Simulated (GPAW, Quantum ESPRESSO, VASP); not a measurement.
**One structure in several programs: TiSi2 (Cmcm, 6 atoms in the cell)**

Self-consistent single point.

```
TiSi2
1.0
    1.79776    -6.88433     0.00000
    1.79776     6.88433     0.00000
    0.00000     0.00000     3.63113
Ti Si
2 4
Cartesian
  1.79776  -5.46450   2.72334
  1.79776   5.46450   0.90778
  1.79776  -0.80202   2.72334
  1.79776   0.80202   0.90778
  1.79776   3.44643   2.72334
  1.79776  -3.44643   0.90778
```

All programs got the same cell, k-point mesh and kind of occupations (in Quantum ESPRESSO's words: occupations = smearing; smearing = fd; degauss = 0.0073499 Ry; K_POINTS = automatic 7 7 7 0 0 0); potentials, basis and cutoffs are each program's usual ones.

```
code                                                          model  pressure (GPa)  largest force (eV/Å)  cutoff
----------------  -------------------------------------------------  --------------  --------------------  ------
Quantum ESPRESSO  PBE, SSSP 1.1.2 efficiency (PBE) pseudopotentials           -5.23                 0.131   50 Ry
VASP                        PBE, VASP's PBE PAW potentials (set 64)           -5.50                 0.133  300 eV
GPAW                   PBE, GPAW PAW datasets PBE (gpaw-data 1.0.1)           -4.78                 0.128  800 eV
```

Size of the force on each atom (eV/Å): Sizes of forces hide their directions.

```json
[
 {"code": "Quantum ESPRESSO", "Ti1": "0.131", "Ti2": "0.131", "Si3": "0.017", "Si4": "0.017", "Si5": "0.003", "Si6": "0.003"},
 {"code": "VASP", "Ti1": "0.133", "Ti2": "0.133", "Si3": "0.009", "Si4": "0.009", "Si5": "0.004", "Si6": "0.004"},
 {"code": "GPAW", "Ti1": "0.128", "Ti2": "0.128", "Si3": "0.032", "Si4": "0.032", "Si5": "0.003", "Si6": "0.003"}
]
```

The spread over the programs that give each value: pressure within 0.72 GPa; largest force within 0.005 eV/Å.

The starting cell comes from a database of computed structures (which also holds hypothetical and non-ambient phases and stackings), without a prior relaxation at this level. Its lattice was rescaled by a random factor within 2.5 % of one. On Quantum ESPRESSO's run: Spin polarisation is off. In the base run, with a pressure of about -5 GPa the cell is away from its equilibrium volume at this level.

**Question.** Why do the programs differ, and what cannot be compared?

**Answer.** Differences of this kind can come from the potentials, where these differ, and from what each basis and cutoff leave unconverged. The zero of total energies and Fermi levels follows the potentials and each program's conventions, so they are not compared here.

VASP's run is marked for a possible Pulay error in its stress at this cutoff; no cutoff test was made.

Left out of this page: Ansatz, CP2K, Elk, FLEUR and SIESTA (not drawn, or without a comparable value); ABINIT (stopped by limits of time or memory).
